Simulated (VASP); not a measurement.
Method: PBE GGA with D3 dispersion (zero damping), VASP's PBE PAW potentials (set 64) (plane waves; VASP 6.6.1).

VASP ran on this input.

### KPOINTS
```
Automatic mesh
0
Gamma
 7 7 7
```

### POSCAR
```
KBr
1
    0.0000000000     3.3806290565     3.3806290565
    3.3806290565     0.0000000000     3.3806290565
    3.3806290565     3.3806290565     0.0000000000
K Br
1 1
Direct
  0.0000000000   0.0000000000   0.0000000000
  0.5000000000   0.5000000000   0.5000000000
```

### INCAR
```
SYSTEM = KBr
PREC = Accurate; ENCUT = 520; LREAL = .FALSE.
LASPH = .TRUE.
EDIFF = 1E-7; NELM = 100; ALGO = Normal
LMAXMIX = 4
ISMEAR = 0; SIGMA = 0.05
GGA = PE; IVDW = 11
ISIF = 2
LWAVE = .FALSE.; LCHARG = .FALSE.
```

POTCAR, in this order: K_sv Br (PBE.64 set). Program: vasp_std.

Output of the run:

### OSZICAR
```
       N       E                     dE             d eps       ncg     rms          rms(c)
DAV:   1     0.107537250036E+03    0.10754E+03   -0.68609E+03   480   0.115E+03
DAV:   2     0.110892212149E+01   -0.10643E+03   -0.98858E+02   592   0.267E+02
DAV:   3    -0.615086679097E+01   -0.72598E+01   -0.72129E+01   616   0.644E+01
DAV:   4    -0.641166069302E+01   -0.26079E+00   -0.26059E+00   852   0.113E+01
DAV:   5    -0.641339706402E+01   -0.17364E-02   -0.17363E-02   624   0.963E-01    0.278E+00
DAV:   6    -0.622459666133E+01    0.18880E+00   -0.30624E-01   576   0.281E+00    0.201E+00
DAV:   7    -0.621060245196E+01    0.13994E-01   -0.14139E-01   600   0.217E+00    0.974E-01
DAV:   8    -0.622097353974E+01   -0.10371E-01   -0.17297E-02   632   0.107E+00    0.129E-01
DAV:   9    -0.622169108178E+01   -0.71754E-03   -0.92610E-04   636   0.209E-01    0.846E-02
DAV:  10    -0.622217500901E+01   -0.48393E-03   -0.56088E-04   552   0.172E-01    0.174E-02
DAV:  11    -0.622218047038E+01   -0.54614E-05   -0.24954E-05   680   0.310E-02    0.665E-03
DAV:  12    -0.622218312804E+01   -0.26577E-05   -0.32249E-06   584   0.154E-02    0.433E-03
DAV:  13    -0.622218352657E+01   -0.39853E-06   -0.83498E-07   624   0.525E-03    0.780E-04
DAV:  14    -0.622218357149E+01   -0.44919E-07   -0.15909E-07   572   0.325E-03
   1 F= -.66418455E+01 E0= -.66418455E+01  d E =-.746109E-11
```

### OUTCAR
```
------------------------ aborting loop because EDIFF is reached ----------------------------------------
 Edisp (eV)   -0.41966
  FORCE on cell =-STRESS in cart. coord.  units (eV):
  Direction    XX          YY          ZZ          XY          YZ          ZX
  --------------------------------------------------------------------------------------
  Total      -0.18764    -0.18764    -0.18764    -0.00000     0.00000     0.00000
  in kB      -3.89047    -3.89047    -3.89047    -0.00000     0.00000     0.00000
  external pressure =       -3.89 kB  Pullay stress =        0.00 kB
  volume of cell :       77.27
      direct lattice vectors                 reciprocal lattice vectors
     0.000000000  3.380629057  3.380629057    -0.147901468  0.147901468  0.147901468
     3.380629057  0.000000000  3.380629057     0.147901468 -0.147901468  0.147901468
     3.380629057  3.380629057  0.000000000     0.147901468  0.147901468 -0.147901468
  FREE ENERGIE OF THE ION-ELECTRON SYSTEM (eV)
  ---------------------------------------------------
  free  energy   TOTEN  =        -6.6418454557 eV

  energy  without entropy=       -6.6418454557  energy(sigma->0) =       -6.64184546
```
(Selected blocks of OUTCAR.)

The compound is KBr in the rock salt structure. This cell is one point of a volume scan, at 1.03 of the reference volume.
